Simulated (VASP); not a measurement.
# InSb: input slips in a phonon run and what they do

Aim: see how common mistakes in a phonon run show up, on InSb. The starting structure is a measured crystal structure from the Crystallography Open Database.

Calculated with VASP 6.6.1; Kohn-Sham DFT with plane waves and PAW; LDA.

### 1. The starting structure

Symmetry: F-43m, No. 216, cubic system. The conventional cell has a = 6.478 Å, b = 6.478 Å, c = 6.478 Å, α = 90.00°, β = 90.00°, γ = 90.00°. Nearest to Sb lie 4 In at 2.81 Å. In has 4 Sb at 2.81 Å nearest. Farther neighbours are not listed.

### 2. Reference modes

The cell comes from a relaxation at this level, not shown (67.25 Å³).

The input, INCAR:

```
SYSTEM = InSb
PREC = Accurate
ENCUT = 450
EDIFF = 1E-08
NELM = 100
ISMEAR = 1
SIGMA = 0.15
LREAL = .FALSE.
ALGO = Normal
GGA = CA
NBANDS = 15
LORBIT = 11
LWAVE = .FALSE.
LCHARG = .FALSE.
KPAR = 2
IBRION = 8
ISIF = 2
```

The input, POSCAR:

```
InSb
1.0
    0.0000000000      3.2276160253      3.2276160253
    3.2276160253      0.0000000000      3.2276160253
    3.2276160253      3.2276160253      0.0000000000
Sb In
1 1
Direct
    0.7500000000      0.7500000000      0.7500000000
    0.0000000000      0.0000000000      0.0000000000
```

The input, KPOINTS:

```
Automatic mesh
0
Gamma
10 10 10
0 0 0
```

Potentials, in the order of the species: Sb and In_d (LDA family, release 64).

Started as:

```sh
> mpirun -np 2 vasp_std
```

What it wrote:

```text
[banner, memory and clock lines left out]
running    2 mpi-ranks, on    1 nodes
 distrk:  each k-point on    1 cores,    2 groups
 distr:  one band on    1 cores,    1 groups

 POSCAR found type information on POSCAR SbIn
 POSCAR found :  2 types and       2 ions
 LDA part: xc-table for (Slater(with rela. corr.)+CA(PZ))
 , standard interpolation
 POSCAR, INCAR and KPOINTS ok, starting setup
 FFT: planning ... GRIDC
 FFT: planning ... GRID_SOFT
 FFT: planning ... GRID
 WAVECAR not read
 entering main loop
       N       E                     dE             d eps       ncg     rms          rms(c)
DAV:   1     0.109957387129E+03    0.10996E+03   -0.73844E+03  1410   0.109E+03
DAV:   2    -0.149336584725E+01   -0.11145E+03   -0.10856E+03  1557   0.272E+02
DAV:   3    -0.817384473128E+01   -0.66805E+01   -0.66462E+01  1823   0.729E+01
DAV:   4    -0.836545977043E+01   -0.19162E+00   -0.19157E+00  1710   0.149E+01
DAV:   5    -0.837588291261E+01   -0.10423E-01   -0.10423E-01  2142   0.274E+00    0.439E+00
DAV:   6    -0.824838965965E+01    0.12749E+00   -0.15931E-01  2029   0.654E+00    0.248E+00
DAV:   7    -0.821735981928E+01    0.31030E-01   -0.69923E-02  1923   0.258E+00    0.546E-01
DAV:   8    -0.821564861259E+01    0.17112E-02   -0.71797E-03  1925   0.104E+00    0.312E-01
DAV:   9    -0.821573277368E+01   -0.84161E-04   -0.61846E-04  1725   0.234E-01    0.768E-02
DAV:  10    -0.821572261542E+01    0.10158E-04   -0.35890E-05  1785   0.458E-02    0.334E-02
DAV:  11    -0.821572645628E+01   -0.38409E-05   -0.95805E-06  1676   0.413E-02    0.212E-02
DAV:  12    -0.821572631537E+01    0.14091E-06   -0.67013E-07  2006   0.954E-03    0.537E-03
DAV:  13    -0.821572632360E+01   -0.82221E-08   -0.10563E-07  1648   0.332E-03    0.236E-03
DAV:  14    -0.821572631973E+01    0.38613E-08   -0.80540E-09  1524   0.109E-03
   1 F= -.82157263E+01 E0= -.82158256E+01  d E =0.297856E-03
 Linear response reoptimize wavefunctions to high precision
DAV:   1    -0.821572631992E+01   -0.18554E-09   -0.20967E-09  1497   0.319E-04
DAV:   2    -0.821572631993E+01   -0.79581E-11   -0.13598E-10   992   0.109E-04
 Linear response DOF=           2
 Linear response progress:
  Degree of freedom:   1/  2
       N       E                     dE             d eps       ncg     rms          rms(c)
RMM:   1    -0.291672904396E-01   -0.29167E-01    0.27547E-02  9432   0.149E+00
RMM:   2    -0.274398538198E-01    0.17274E-02   -0.11021E-04  8491   0.542E-01    0.869E-02
RMM:   3    -0.277992358608E-01   -0.35938E-03   -0.10869E-03  9455   0.185E-01    0.386E-02
RMM:   4    -0.278454730520E-01   -0.46237E-04   -0.86834E-05  9672   0.644E-02    0.108E-02
RMM:   5    -0.278632520613E-01   -0.17779E-04   -0.14084E-05  9595   0.255E-02    0.461E-03
RMM:   6    -0.278569061935E-01    0.63459E-05   -0.13872E-06  9838   0.726E-03    0.174E-03
RMM:   7    -0.278540538550E-01    0.28523E-05   -0.74642E-08 10001   0.279E-03    0.690E-04
RMM:   8    -0.278541326397E-01   -0.78785E-07   -0.24515E-08 10270   0.923E-04    0.326E-04
RMM:   9    -0.278543958354E-01   -0.26320E-06   -0.52778E-08 10542   0.407E-04    0.454E-05
RMM:  10    -0.278543470844E-01    0.48751E-07   -0.77696E-10 10272   0.147E-04    0.377E-05
RMM:  11    -0.278543507061E-01   -0.36217E-08   -0.13796E-08 10944   0.654E-05    0.107E-05
 first order change of Fermi-energy   0.28482E-03
 force on displaced ion       1 direction 1 :  -6.805  -0.000  -0.000
 Linear response progress:
  Degree of freedom:   2/  2
       N       E                     dE             d eps       ncg     rms          rms(c)
RMM:   1    -0.236926904734E+00   -0.23693E+00   -0.11875E-01  6915   0.470E+00
RMM:   2    -0.239226201437E+00   -0.22993E-02   -0.11377E-02  8647   0.958E-01    0.711E-02
RMM:   3    -0.239192548353E+00    0.33653E-04   -0.13030E-03  9461   0.300E-01    0.351E-02
RMM:   4    -0.239053593940E+00    0.13895E-03   -0.13190E-04  9658   0.937E-02    0.179E-02
RMM:   5    -0.239013626901E+00    0.39967E-04    0.45143E-06 10197   0.370E-02    0.648E-03
RMM:   6    -0.239019407933E+00   -0.57810E-05    0.67416E-07 10204   0.116E-02    0.206E-03
RMM:   7    -0.239028449864E+00   -0.90419E-05   -0.52200E-06 10134   0.365E-03    0.732E-04
RMM:   8    -0.239026217729E+00    0.22321E-05    0.52549E-06 10253   0.152E-03    0.425E-04
RMM:   9    -0.239026020513E+00    0.19722E-06   -0.32308E-06 10389   0.619E-04    0.135E-04
RMM:  10    -0.239025431967E+00    0.58855E-06   -0.10109E-06 10300   0.287E-04    0.356E-05
RMM:  11    -0.239025472841E+00   -0.40874E-07   -0.65650E-07 10536   0.137E-04    0.170E-05
RMM:  12    -0.239025409538E+00    0.63304E-07   -0.27698E-08 10873   0.706E-05    0.243E-06
RMM:  13    -0.239025400537E+00    0.90009E-08   -0.84709E-08 10594   0.385E-05    0.497E-06
 first order change of Fermi-energy  -0.31403E-04
 force on displaced ion       2 direction 1 :  -6.833   0.000   0.000
 Linear response finished
```

Run time: 4 min. Hardware: 2 MPI ranks of AMD EPYC 7R43, shared host; peak memory 0.78 GiB.

Lines that name or quote the potential files are left out of all logs, and their timing lines are given in words.

OUTCAR, selected parts (step 2):

```text
ion  position               nearest neighbor table
   1  0.750  0.750  0.750-   2 2.80   2 2.80   2 2.80   2 2.80
   2  0.000  0.000  0.000-   1 2.80   1 2.80   1 2.80   1 2.80

  LATTYP: Found a face centered cubic cell.
 ALAT       =     6.4552320506

 Subroutine GETGRP returns: Found 24 space group operations
 (whereof 24 operations were pure point group operations)

The static configuration has the point symmetry T_d .

 Found     47 irreducible k-points:

   k-points           NKPTS =     47   k-points in BZ     NKDIM =     47   number of bands    NBANDS=     15

   dimension x,y,z NGX =    32 NGY =   32 NGZ =   32
   dimension x,y,z NGXF=    64 NGYF=   64 NGZF=   64

   ENCUT  =  450.0 eV  33.07 Ry    5.75 a.u.   7.90  7.90  7.90*2*pi/ulx,y,z

   NELECT =      18.0000    total number of electrons

 k-points in reciprocal lattice and weights: Automatic mesh
   0.00000000  0.00000000  0.00000000       0.001
   0.10000000  0.00000000  0.00000000       0.008
   0.20000000  0.00000000  0.00000000       0.008
   0.30000000  0.00000000  0.00000000       0.008
   0.40000000  0.00000000  0.00000000       0.008
   0.50000000  0.00000000  0.00000000       0.004
   0.10000000  0.10000000  0.00000000       0.006
   0.20000000  0.10000000  0.00000000       0.024
   0.30000000  0.10000000  0.00000000       0.024
[...]
-0.30000000  0.40000000  0.20000000       0.024
  -0.30000000  0.50000000  0.20000000       0.012

 average (electrostatic) potential at core
       1 -88.1823       2 -95.7181

  Total        0.0003728      0.0003728      0.0003728      0.0000000      0.0000000     -0.0000000
  in kB        0.0088831      0.0088831      0.0088831      0.0000000      0.0000000     -0.0000000
  external PRESSURE =       0.0088831 kB  Pullay stress =       0.0000000 kB

  energy-cutoff  :      450.00
  volume of cell :       67.25
      direct lattice vectors                 reciprocal lattice vectors
     0.000000000  3.227616025  3.227616025    -0.154913099  0.154913099  0.154913099
     3.227616025  0.000000000  3.227616025     0.154913099 -0.154913099  0.154913099
     3.227616025  3.227616025  0.000000000     0.154913099  0.154913099 -0.154913099

 POSITION                                       TOTAL-FORCE (eV/Angst)
 -----------------------------------------------------------------------------------
      4.84142      4.84142      4.84142         0.000000      0.000000      0.000000
      0.00000      0.00000      0.00000        -0.000000     -0.000000     -0.000000
 -----------------------------------------------------------------------------------
    total drift:                                0.000000      0.000000      0.000000

 Eigenvectors and eigenvalues of the dynamical matrix
 ----------------------------------------------------

   1 f  =    5.310865 THz    33.369151 2PiTHz  177.151396 cm-1    21.963964 meV
             X         Y         Z           dx          dy          dz
      4.841424  4.841424  4.841424     0.000000    0.695932    0.000000
      0.000000  0.000000  0.000000     0.000000   -0.718108    0.000000

   2 f  =    5.310865 THz    33.369151 2PiTHz  177.151396 cm-1    21.963964 meV
             X         Y         Z           dx          dy          dz
      4.841424  4.841424  4.841424    -0.695932    0.000000    0.000000
      0.000000  0.000000  0.000000     0.718108    0.000000    0.000000

   3 f  =    5.310865 THz    33.369151 2PiTHz  177.151396 cm-1    21.963964 meV
             X         Y         Z           dx          dy          dz
      4.841424  4.841424  4.841424     0.000000    0.000000   -0.695932
      0.000000  0.000000  0.000000     0.000000    0.000000    0.718108

   4 f/i=    0.005481 THz     0.034441 2PiTHz    0.182841 cm-1     0.022669 meV
             X         Y         Z           dx          dy          dz
      4.841424  4.841424  4.841424     0.718108    0.000000    0.000000
      0.000000  0.000000  0.000000     0.695932    0.000000    0.000000

   5 f/i=    0.005481 THz     0.034441 2PiTHz    0.182841 cm-1     0.022669 meV
             X         Y         Z           dx          dy          dz
      4.841424  4.841424  4.841424     0.000000   -0.718108    0.000000
      0.000000  0.000000  0.000000     0.000000   -0.695932    0.000000

   6 f/i=    0.005481 THz     0.034441 2PiTHz    0.182841 cm-1     0.022669 meV
             X         Y         Z           dx          dy          dz
      4.841424  4.841424  4.841424     0.000000    0.000000    0.718108
      0.000000  0.000000  0.000000     0.000000    0.000000    0.695932

 ELASTIC MODULI CONTR FROM IONIC RELAXATION (kBar)
 Direction    XX          YY          ZZ          XY          YZ          ZX
 --------------------------------------------------------------------------------
 XX          -0.0000      0.0000      0.0000     -0.0000      0.0000      0.0000
 YY           0.0000     -0.0000     -0.0000     -0.0000     -0.0000      0.0000
 ZZ           0.0000     -0.0000     -0.0000      0.0000     -0.0000      0.0000
 XY          -0.0000     -0.0000      0.0000   -190.7869     -0.0000     -0.0000
 YZ           0.0000     -0.0000     -0.0000     -0.0000   -190.7869     -0.0000
 ZX           0.0000      0.0000      0.0000     -0.0000     -0.0000   -190.7869
 --------------------------------------------------------------------------------
```

Energies printed during the response cycles are not total energies of the cell.

Reference: the zone-centre mode is T2 177.2 cm⁻¹.

### 3. Modes with finite displacements, else as the reference

Against step 2 the input has IBRION = 6, NFREE = 2 and POTIM = 0.015 (also changed: NSW).

INCAR, as its differences from that of step 2:

```diff
@@ -15,3 +15,6 @@
 KPAR = 2
-IBRION = 8
+IBRION = 6
+NFREE = 2
+POTIM = 0.015
+NSW = 1
 ISIF = 2
```

POSCAR is that of step 2.

KPOINTS is that of step 2.

Started as:

```sh
> mpirun -np 2 vasp_std
```

What it wrote:

```text
[... set-up lines as in an earlier step ...]
 entering main loop
       N       E                     dE             d eps       ncg     rms          rms(c)
[... 14 cycles as in an earlier step ...]
   1 F= -.82157263E+01 E0= -.82158256E+01  d E =0.297856E-03
[...]
2 F= -.82149603E+01 E0= -.82150582E+01  d E =0.293922E-03
[...]
3 F= -.82149603E+01 E0= -.82150582E+01  d E =0.293923E-03
[...]
4 F= -.82149548E+01 E0= -.82150528E+01  d E =0.293924E-03
[...]
5 F= -.82149548E+01 E0= -.82150528E+01  d E =0.293926E-03
 Finite differences progress:
  Degree of freedom:   2/  2
  Displacement:        2/  2
  Total:               4/  4
```

Elapsed: 3.3 min, on 2 MPI ranks; peak memory 0.61 GiB.

From OUTCAR (step 3):

```text
  Total       -0.0012731      0.0004923      0.0004923      0.0000000      0.1166747      0.0000000
  in kB       -0.0303312      0.0117294      0.0117294      0.0000000      2.7797884      0.0000000
  external PRESSURE =      -0.0022908 kB  Pullay stress =       0.0000000 kB

 POSITION                                       TOTAL-FORCE (eV/Angst)
 -----------------------------------------------------------------------------------
      4.84142      4.84142      4.84142        -0.102501     -0.000000     -0.000000
     -0.01500      0.00000      0.00000         0.102501      0.000000      0.000000
 -----------------------------------------------------------------------------------
    total drift:                                0.000466      0.000001      0.000001

  FREE ENERGIE OF THE ION-ELECTRON SYSTEM (eV)
  ---------------------------------------------------
  free  energy   TOTEN  =        -8.2149547968 eV

  energy  without entropy=       -8.2152487226  energy(sigma->0) =       -8.21505277

[... 2 parts as in an earlier step ...]

[... 1 further part left out ...]
[key lines of the parts left out:]
E-fermi :   5.0056
```

The last energy, forces and stress in OUTCAR belong to the last displaced cell, not to that of POSCAR.

With finite displacements, else as the reference the mode is T2 177.2 cm⁻¹, as with the reference.

### 4. Modes with a loose electronic threshold

A slip made on purpose: a loose electronic threshold. Against step 2 the input has EDIFF = 1E-04, IBRION = 6, NFREE = 2 and POTIM = 0.015 (also changed: NELM and NSW).

INCAR, as its differences from that of step 3:

```diff
@@ -3,4 +3,4 @@
 ENCUT = 450
-EDIFF = 1E-08
-NELM = 100
+EDIFF = 1E-04
+NELM = 60
 ISMEAR = 1
```

POSCAR is that of step 3.

KPOINTS is that of step 3.

Started as:

```sh
> mpirun -np 2 vasp_std
```

What it wrote:

```text
[... set-up lines as in an earlier step ...]
 entering main loop
       N       E                     dE             d eps       ncg     rms          rms(c)
[... 8 cycles as in an earlier step ...]
DAV:   9    -0.821573277368E+01   -0.84161E-04   -0.61846E-04  1725   0.234E-01
   1 F= -.82157328E+01 E0= -.82158320E+01  d E =0.297654E-03
[...]
2 F= -.82149607E+01 E0= -.82150587E+01  d E =0.293926E-03
[...]
3 F= -.82149626E+01 E0= -.82150606E+01  d E =0.293999E-03
[...]
4 F= -.82149680E+01 E0= -.82150659E+01  d E =0.293809E-03
[...]
5 F= -.82149642E+01 E0= -.82150622E+01  d E =0.293962E-03
 Finite differences progress:
  Degree of freedom:   2/  2
  Displacement:        2/  2
  Total:               4/  4
```

The job ended after 82 s (2 MPI ranks; peak memory 0.62 GiB; 2.7 min of CPU time).

From OUTCAR (step 4):

```text
  Total        0.0924096      0.0922416      0.0922416      0.0000000      0.1415099      0.0000000
  in kB        2.2016694      2.1976662      2.1976662      0.0000000      3.3714904      0.0000000
  external PRESSURE =       2.1990006 kB  Pullay stress =       0.0000000 kB

 POSITION                                       TOTAL-FORCE (eV/Angst)
 -----------------------------------------------------------------------------------
      4.84142      4.84142      4.84142        -0.109139      0.000000      0.000000
     -0.01500      0.00000      0.00000         0.109139     -0.000000     -0.000000
 -----------------------------------------------------------------------------------
    total drift:                                0.014465      0.000038      0.000038

  FREE ENERGIE OF THE ION-ELECTRON SYSTEM (eV)
  ---------------------------------------------------
  free  energy   TOTEN  =        -8.2149642446 eV

  energy  without entropy=       -8.2152582069  energy(sigma->0) =       -8.21506223

[... 2 parts as in an earlier step ...]

[... 1 further part left out ...]
[key lines of the parts left out:]
E-fermi :   5.0052
```

With a loose electronic threshold the mode is T2 181.1 cm⁻¹, +3.9 cm⁻¹ from finite displacements, else as the reference.

### 5. Modes with a structure that was not relaxed

A slip made on purpose: a structure that was not relaxed. Against step 2 the input has another starting structure (also changed: NELM).

INCAR, as its differences from that of step 4:

```diff
@@ -3,3 +3,3 @@
 ENCUT = 450
-EDIFF = 1E-04
+EDIFF = 1E-08
 NELM = 60
@@ -15,6 +15,3 @@
 KPAR = 2
-IBRION = 6
-NFREE = 2
-POTIM = 0.015
-NSW = 1
+IBRION = 8
 ISIF = 2
```

The input, POSCAR:

```
InSb
1.0
    0.0000000000      3.2391000000      3.2391000000
    3.2391000000      0.0000000000      3.2391000000
    3.2391000000      3.2391000000      0.0000000000
Sb In
1 1
Direct
    0.7500000000      0.7500000000      0.7500000000
    0.0000000000      0.0000000000      0.0000000000
```

KPOINTS is that of step 4.

Started as:

```sh
> mpirun -np 2 vasp_std
```

What it wrote:

```text
[... set-up lines as in an earlier step ...]
 entering main loop
       N       E                     dE             d eps       ncg     rms          rms(c)
DAV:   1     0.108757998273E+03    0.10876E+03   -0.73148E+03  1410   0.109E+03
DAV:   2    -0.142887338563E+01   -0.11019E+03   -0.10741E+03  1550   0.273E+02
DAV:   3    -0.817317138450E+01   -0.67443E+01   -0.67205E+01  1802   0.738E+01
DAV:   4    -0.836231547050E+01   -0.18914E+00   -0.18909E+00  1796   0.147E+01
[...]
DAV:  12    -0.821464988985E+01    0.15091E-06   -0.72289E-07  2080   0.101E-02    0.540E-03
DAV:  13    -0.821464990063E+01   -0.10783E-07   -0.11698E-07  1669   0.345E-03    0.259E-03
DAV:  14    -0.821464989538E+01    0.52494E-08   -0.10930E-08  1384   0.134E-03
   1 F= -.82146499E+01 E0= -.82147462E+01  d E =0.289049E-03
 Linear response reoptimize wavefunctions to high precision
DAV:   1    -0.821464989557E+01   -0.18485E-09   -0.29062E-09  1788   0.357E-04
DAV:   2    -0.821464989555E+01    0.12051E-10   -0.61461E-11   992   0.679E-05
 Linear response DOF=           2
 Linear response progress:
[...]
RMM:  10    -0.278536634824E-01    0.40050E-07   -0.38855E-09 10325   0.147E-04    0.376E-05
RMM:  11    -0.278536865659E-01   -0.23083E-07   -0.11867E-08 10931   0.643E-05    0.982E-06
RMM:  12    -0.278536770956E-01    0.94702E-08   -0.92571E-11 10057   0.269E-05    0.150E-05
 first order change of Fermi-energy   0.28493E-03
 force on displaced ion       1 direction 1 :  -6.608  -0.000  -0.000
 Linear response progress:
  Degree of freedom:   2/  2
       N       E                     dE             d eps       ncg     rms          rms(c)
RMM:   1    -0.237004570673E+00   -0.23700E+00   -0.12135E-01  6916   0.468E+00
RMM:   2    -0.239272990438E+00   -0.22684E-02   -0.11172E-02  8647   0.950E-01    0.708E-02
RMM:   3    -0.239236444331E+00    0.36546E-04   -0.13084E-03  9465   0.298E-01    0.346E-02
RMM:   4    -0.239089943965E+00    0.14650E-03   -0.11106E-04  9671   0.928E-02    0.180E-02
[...]
RMM:  15    -0.239060306218E+00   -0.17568E-07    0.57106E-08  8141   0.216E-05    0.896E-06
RMM:  16    -0.239060290531E+00    0.15687E-07    0.79338E-08  6270   0.178E-05    0.782E-06
RMM:  17    -0.239060296156E+00   -0.56250E-08    0.72467E-08  6082   0.158E-05    0.543E-06
 first order change of Fermi-energy  -0.32190E-04
 force on displaced ion       2 direction 1 :  -6.650  -0.000  -0.000
 Linear response finished
```

Wall time 4.2 min (2 MPI ranks); peak memory 0.78 GiB; 8.4 min of CPU time.

From OUTCAR (step 5):

```text
  Total       -0.2054010     -0.2054010     -0.2054010     -0.0000000      0.0000000     -0.0000000
  in kB       -4.8418350     -4.8418350     -4.8418350     -0.0000000      0.0000000     -0.0000000
  external PRESSURE =      -4.8418350 kB  Pullay stress =       0.0000000 kB

 POSITION                                       TOTAL-FORCE (eV/Angst)
 -----------------------------------------------------------------------------------
      4.85865      4.85865      4.85865        -0.000000      0.000000      0.000000
      0.00000      0.00000      0.00000         0.000000     -0.000000     -0.000000
 -----------------------------------------------------------------------------------
    total drift:                                0.000000      0.000000      0.000000

[... 1 part as in an earlier step ...]

[... 1 further part left out ...]
```

With a structure that was not relaxed the mode is T2 174.7 cm⁻¹, -2.5 cm⁻¹ from the reference.

(Part 1 of 2 ends here.)

[Lines on the potential files, build, host, timing and source positions are cut from VASP's logs without a mark.]

[Logs are printed without paths, hosts, clocks, repeated set-up lines and the standing remarks that a program may print on its own settings, such as how far it seeks lower states.]

[Hosts, paths, dates, database ids (printed as entryN), source tags and the programs' standing remarks are cut or masked in the printed files.]
